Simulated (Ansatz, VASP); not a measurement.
Hf2Cl in VASP and in Ansatz

```
Hf Cl
1.0
     0.00000    4.19680    4.19680
     4.19680    0.00000    4.19680
     4.19680    4.19680    0.00000
Hf Cl
4 2
Direct
  0.12500 0.12500 0.12500
  0.62500 0.12500 0.12500
  0.12500 0.12500 0.62500
  0.12500 0.62500 0.12500
  0.50000 0.50000 0.50000
  0.75000 0.75000 0.75000
```

Change from the starting cell: species swapped into the NdMg2 type (Fd-3m, No. 227).

Alike in both runs: functional PBE; k mesh 4 × 4 × 4; occupations gaussian, width 0.1 eV; no spin polarisation.

Ansatz relaxed the structure, and its values are those at the end. VASP's run is a single point on that final structure, the one shown.

|  | VASP | Ansatz |
| --- | --- | --- |
| version | VASP 6.6.1 | Ansatz 0.2.0 |
| potentials or method | VASP PAW PBE potentials, release 64 (Hf_pv, Cl) | scalar-relativistic, plane waves, PAW |
| plane-wave cutoff (eV) | 520 | 420 |
| valence electrons in the cell | 54 | 118 |

|  | VASP | Ansatz | Ansatz less VASP |
| --- | --- | --- | --- |
| gap on the k mesh at the Fermi level (eV) | none | none | - |
| pressure (GPa) | 0.1 | 0.3 | +0.24 |

A gap of «none» marks a metal or a gap that the smearing closes. The two sets of potentials don't hold the same shells in valence.

Spin-orbit coupling is left out, which matters for the levels of Hf.
